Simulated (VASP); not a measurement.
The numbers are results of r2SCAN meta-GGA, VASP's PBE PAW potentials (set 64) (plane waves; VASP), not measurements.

VASP ran on this input.

KPOINTS:
```
kpoints
0
G
8 8 8
0 0 0
```

### INCAR
```
ALGO  =  Normal
EDIFF  =  1E-6
EDIFFG  =  -0.02
ENCUT  =  400
IBRION  =  2
ISIF  =  3
ISMEAR  =  1
LASPH  =  .True.
LCHARG  =  .False.
LMAXMIX  =  6
LMIXTAU  =  .True.
LREAL  =  .False.
LWAVE  =  .False.
METAGGA  =  R2SCAN
NELM  =  100
NSW  =  60
PREC  =  Accurate
SIGMA  =  0.1
SYSTEM  =  PtAl2
```

**POSCAR**
```
PtAl2
1.0
  0.0000000000   2.9471418610   2.9471418610
  2.9471418610   0.0000000000   2.9471418610
  2.9471418610   2.9471418610   0.0000000000
Al Pt
2 1
Cart
  1.4735709305   1.4735709305   1.4735709305
  4.4207127915   4.4207127915   4.4207127915
  0.0000000000   0.0000000000   0.0000000000
```

POTCAR, in this order: Al Pt (PBE.64 set). Program: vasp_std.

Output of the run:

OUTCAR:
```
 ion  position               nearest neighbor table
   1  0.250  0.250  0.250-   3 2.55   3 2.55   3 2.55   3 2.55   2 2.95   2 2.95   2 2.95   2 2.95
                             2 2.95   2 2.95
   2  0.750  0.750  0.750-   3 2.55   3 2.55   3 2.55   3 2.55   1 2.95   1 2.95   1 2.95   1 2.95
                             1 2.95   1 2.95
   3  0.000  0.000  0.000-   2 2.55   2 2.55   2 2.55   1 2.55   1 2.55   1 2.55   2 2.55   1 2.55
  LATTYP: Found a face centered cubic cell.
 ALAT       =     5.8942837220
 Subroutine PRICEL returns:
 Original cell was already a primitive cell.
 Subroutine GETGRP returns: Found 48 space group operations
The static configuration has the point symmetry O_h .
The dynamic configuration has the point symmetry O_h .
 Subroutine INISYM returns: Found 48 space group operations
 Subroutine IBZKPT returns following result:
 Found     29 irreducible k-points:

 Following reciprocal coordinates:
            Coordinates               Weight
  0.000000  0.000000  0.000000      1.000000
  0.125000  0.000000  0.000000      8.000000
  0.250000  0.000000  0.000000      8.000000
  0.375000  0.000000  0.000000      8.000000
  0.500000  0.000000  0.000000      4.000000
  0.125000  0.125000  0.000000      6.000000
  0.250000  0.125000  0.000000     24.000000
  0.375000  0.125000  0.000000     24.000000
  0.500000  0.125000  0.000000     24.000000
 -0.375000  0.125000  0.000000     24.000000
 -0.250000  0.125000  0.000000     24.000000
 -0.125000  0.125000  0.000000     12.000000
  0.250000  0.250000  0.000000      6.000000
  0.375000  0.250000  0.000000     24.000000
  0.500000  0.250000  0.000000     24.000000
 -0.375000  0.250000  0.000000     24.000000
 -0.250000  0.250000  0.000000     12.000000
  0.375000  0.375000  0.000000      6.000000
  0.500000  0.375000  0.000000     24.000000
 -0.375000  0.375000  0.000000     12.000000
  0.500000  0.500000  0.000000      3.000000
  0.375000  0.250000  0.125000     24.000000
  0.500000  0.250000  0.125000     48.000000
 -0.375000  0.250000  0.125000     24.000000
  0.500000  0.375000  0.125000     24.000000
 -0.375000  0.375000  0.125000     48.000000
 -0.250000  0.375000  0.125000     24.000000
 -0.375000  0.500000  0.125000     12.000000
 -0.250000  0.500000  0.250000      6.000000
   k-points           NKPTS =     29   k-points in BZ     NKDIM =     29   number of bands    NBANDS=     12
   number of dos      NEDOS =    301   number of ions     NIONS =      3
   total plane-waves  NPLWV =  21952
   dimension x,y,z NGX =    28 NGY =   28 NGZ =   28
   dimension x,y,z NGXF=    56 NGYF=   56 NGZF=   56
   ions per type =               2   1
   PREC   = accura    normal or accurate (medium, high low for compatibility)
   ISTART =      0    job   : 0-new  1-cont  2-samecut
   ICHARG =      2    charge: 1-file 2-atom 10-const
   ISPIN  =      1    spin polarized calculation?
   LNONCOLLINEAR =      F non collinear calculations
   LSORBIT =      F    spin-orbit coupling
   INIWAV =      1    electr: 0-lowe 1-rand  2-diag
   ENCUT  =  400.0 eV  29.40 Ry    5.42 a.u.   6.80  6.80  6.80*2*pi/ulx,y,z
   NELM   =    100;   NELMIN=  2; NELMDL= -5     # of ELM steps
   EDIFF  = 0.1E-05   stopping-criterion for ELM
   LREAL  =      F    real-space projection
   NLSPLINE    = F    spline interpolate recip. space projectors
   LMAXMIX     =    6 max onsite mixed and CHGCAR
   VOSKOWN=      0    Vosko Wilk Nusair interpolation
   EDIFFG = -.2E-01   stopping-criterion for IOM
   NSW    =     60    number of steps for IOM
   NBLOCK =      1;   KBLOCK =     60    inner block; outer block
   IBRION =      2    ionic relax: 0-MD 1-quasi-New 2-CG
   NFREE  =      1    steps in history (QN), initial steepest desc. (CG)
   ISIF   =      3    stress and relaxation
   ISYM   =      2    0-nonsym 1-usesym 2-fastsym
...
```

OSZICAR:
```
       N       E                     dE             d eps       ncg     rms          rms(c)
DAV:   1    -0.129295853893E+02   -0.12930E+02   -0.59720E+03   736   0.938E+02
DAV:   2    -0.702592337916E+02   -0.57330E+02   -0.51589E+02   800   0.174E+02
DAV:   3    -0.718277924400E+02   -0.15686E+01   -0.15342E+01   904   0.282E+01
DAV:   4    -0.718418844425E+02   -0.14092E-01   -0.14071E-01   820   0.308E+00
DAV:   5    -0.718421133517E+02   -0.22891E-03   -0.22889E-03   872   0.428E-01    0.969E+00
DAV:   6    -0.678891980051E+02    0.39529E+01   -0.34062E+00   800   0.197E+01    0.364E+00
DAV:   7    -0.678252649787E+02    0.63933E-01   -0.42457E-01   780   0.653E+00    0.216E+00
DAV:   8    -0.678838715508E+02   -0.58607E-01   -0.90727E-02   736   0.242E+00    0.522E-01
DAV:   9    -0.678776754029E+02    0.61961E-02   -0.27660E-02   728   0.147E+00    0.174E-01
DAV:  10    -0.678892162003E+02   -0.11541E-01   -0.10753E-02   724   0.872E-01    0.116E-01
DAV:  11    -0.678901384792E+02   -0.92228E-03   -0.97011E-04   776   0.287E-01    0.357E-02
DAV:  12    -0.678901910742E+02   -0.52595E-04   -0.37783E-04   784   0.211E-01    0.176E-02
DAV:  13    -0.678903943111E+02   -0.20324E-03   -0.99032E-05   740   0.115E-01    0.589E-03
DAV:  14    -0.678903951421E+02   -0.83099E-06   -0.34802E-06   864   0.185E-02
   1 F= -.67890395E+02 E0= -.67890634E+02  d E =-.678904E+02
       N       E                     dE             d eps       ncg     rms          rms(c)
DAV:   1    -0.678966741536E+02   -0.62798E-02   -0.97947E-02   776   0.339E+00    0.501E-01
DAV:   2    -0.678903939879E+02    0.62802E-02   -0.31069E-02   772   0.191E+00    0.140E-01
DAV:   3    -0.678902185059E+02    0.17548E-03   -0.10484E-03   752   0.346E-01    0.514E-02
DAV:   4    -0.678901394894E+02    0.79016E-04   -0.17226E-04   740   0.949E-02    0.221E-02
DAV:   5    -0.678900373378E+02    0.10215E-03   -0.15827E-04   740   0.125E-01    0.103E-02
DAV:   6    -0.678901849065E+02   -0.14757E-03   -0.61948E-05   724   0.681E-02    0.771E-03
DAV:   7    -0.678901848697E+02    0.36813E-07   -0.26304E-06   772   0.152E-02
   2 F= -.67890185E+02 E0= -.67890416E+02  d E =0.210272E-03
       N       E                     dE             d eps       ncg     rms          rms(c)
DAV:   1    -0.678929922140E+02   -0.28073E-02   -0.37685E-02   780   0.210E+00    0.314E-01
DAV:   2    -0.678906175753E+02    0.23746E-02   -0.12067E-02   780   0.119E+00    0.868E-02
DAV:   3    -0.678905643320E+02    0.53243E-04   -0.41718E-04   744   0.219E-01    0.296E-02
DAV:   4    -0.678905373266E+02    0.27005E-04   -0.67978E-05   744   0.598E-02    0.126E-02
DAV:   5    -0.678905202645E+02    0.17062E-04   -0.57723E-05   736   0.761E-02    0.642E-03
DAV:   6    -0.678905635566E+02   -0.43292E-04   -0.22351E-05   720   0.411E-02    0.467E-03
DAV:   7    -0.678905635567E+02   -0.11960E-09   -0.97230E-07   524   0.958E-03
   3 F= -.67890564E+02 E0= -.67890800E+02  d E =-.168415E-03
```

File OUTCAR:
```
------------------------ aborting loop because EDIFF is reached ----------------------------------------
  FORCE on cell =-STRESS in cart. coord.  units (eV):
  Direction    XX          YY          ZZ          XY          YZ          ZX
  --------------------------------------------------------------------------------------
  Total        0.0142831      0.0142831      0.0142831      0.0000000      0.0000000      0.0000000
  in kB        0.4458455      0.4458455      0.4458455      0.0000000      0.0000000      0.0000000
  external PRESSURE =       0.4458455 kB  Pullay stress =       0.0000000 kB
  volume of cell :       51.33
      direct lattice vectors                 reciprocal lattice vectors
    -0.000000000  2.949663897  2.949663897    -0.169510838  0.169510838  0.169510838
     2.949663897 -0.000000000  2.949663897     0.169510838 -0.169510838  0.169510838
     2.949663897  2.949663897 -0.000000000     0.169510838  0.169510838 -0.169510838
 POSITION                                       TOTAL-FORCE (eV/Angst)
 -----------------------------------------------------------------------------------
      1.47483      1.47483      1.47483         0.000000      0.000000     -0.000000
      4.42450      4.42450      4.42450        -0.000000     -0.000000     -0.000000
      0.00000      0.00000      0.00000         0.000000     -0.000000      0.000000
 -----------------------------------------------------------------------------------
    total drift:                               -0.000000     -0.000000      0.000000
  FREE ENERGIE OF THE ION-ELECTRON SYSTEM (eV)
  ---------------------------------------------------
  free  energy   TOTEN  =       -67.8905635567 eV

  energy  without entropy=      -67.8912730345  energy(sigma->0) =      -67.89080005

 reached required accuracy - stopping structural energy minimisation
```
(Selected blocks of OUTCAR.)

**CONTCAR**
```
PtAl2
   1.00000000000000
    -0.0000000000000000    2.9496638974094700    2.9496638974094700
     2.9496638974094700   -0.0000000000000000    2.9496638974094700
     2.9496638974094700    2.9496638974094700   -0.0000000000000000
  Al              Pt
     2     1
Direct
     0.2500000000000000    0.2500000000000000    0.2500000000000000
     0.7500000000000000    0.7500000000000000    0.7500000000000000
     0.0000000000000000    0.0000000000000000    0.0000000000000000
```

The compound is PtAl2 in the fluorite structure. This run relaxes it. Symmetry was kept, so distortions that lower it aren't found. The start is the result of an earlier pass.
